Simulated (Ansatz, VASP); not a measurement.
Two plane-wave programs on Ge2P

The input INCAR:

```
PREC     = Accurate       # precision mode
ENCUT    = 600            # plane-wave cutoff, eV
EDIFF    = 1E-6           # SCF threshold, eV
ISMEAR   = 0              # smearing method
SIGMA    = 0.1            # smearing width, eV
LREAL    = F              # projectors in reciprocal space
LASPH    = T              # aspherical terms in the spheres
NELM     = 80             # most SCF steps
ALGO     = Normal         # electronic algorithm
ISIF     = 3              # what is computed and relaxed
LWAVE    = F              # write WAVECAR
LCHARG   = F              # write CHGCAR
GGA      = PE             # functional
IBRION   = 2              # ionic algorithm
NSW      = 90             # ionic steps
EDIFFG   = -0.04          # ionic threshold
```

KPOINTS

```
Automatic mesh
0
Gamma
  6 6 6
```

File POSCAR:

```
Ge2P
1.0
    0.0000000000      2.8844436300      2.8844436300
    2.8844436300      0.0000000000      2.8844436300
    2.8844436300      2.8844436300      0.0000000000
Ge P
2 1
Direct
    0.7500000000      0.7500000000      0.7500000000
    0.2500000000      0.2500000000      0.2500000000
    0.0000000000      0.0000000000      0.0000000000
```

Input for Ansatz:

```yaml
crystal:
  lattice:
    - [0.0, 2.88444363, 2.88444363]
    - [2.88444363, 0.0, 2.88444363]
    - [2.88444363, 2.88444363, 0.0]
  atoms:
    - { symbol: Ge, position: [0.75, 0.75, 0.75] }
    - { symbol: Ge, position: [0.25, 0.25, 0.25] }
    - { symbol: P, position: [0.0, 0.0, 0.0] }
basis:
  ecutwfc: 420
kpoints:
  mp_grid: { grid: [6, 6, 6] }
hamiltonian:
  xc: pbe
scf:
  occupations: { method: gaussian, width: 0.1 }
  lower_state_search: "off"
output:
  forces: true
  stress: true
  eigenvalues: true
relax:
  adjacent_minimum: "off"
  f_tol: 0.04
  max_steps: 70
  cell: { stress_tol: 0.4 }
```

Change from the starting cell: ordered vacancies on the anion sites of caesium chloride (Fm-3m, No. 225).

Alike in both runs: task relaxation of cell and atoms; functional PBE; k mesh 6 × 6 × 6; occupations gaussian, width 0.1 eV; no spin polarisation.

```csv
,VASP,Ansatz
version,VASP 6.6.1,Ansatz 0.2.0
potentials or method,"VASP PAW PBE potentials, release 64 (Ge_d, P)","scalar-relativistic, plane waves, PAW"
plane-wave cutoff (eV),600,420
valence electrons in the cell,33,33
```

Ansatz gave:

```
gap on the k mesh at the Fermi level, each at its own relaxed structure (eV) : none
relaxed volume (Å³/atom)                                                     : 20.42
relaxed cell length with the largest relative difference (Å)                 : 4.425
energy change over the relaxation (meV/atom)                                 : -232
```

Question: Estimate VASP's values.

Answer: gap on the k mesh at the Fermi level, each at its own relaxed structure (eV): none; relaxed volume (Å³/atom): 20.37; relaxed cell length with the largest relative difference (Å): 4.421; energy change over the relaxation (meV/atom): -233.

A gap of «none» marks a metal or a gap that the smearing closes.

Caveats: the volume moved by over 15 % at a fixed basis, so the end points are rough (VASP).
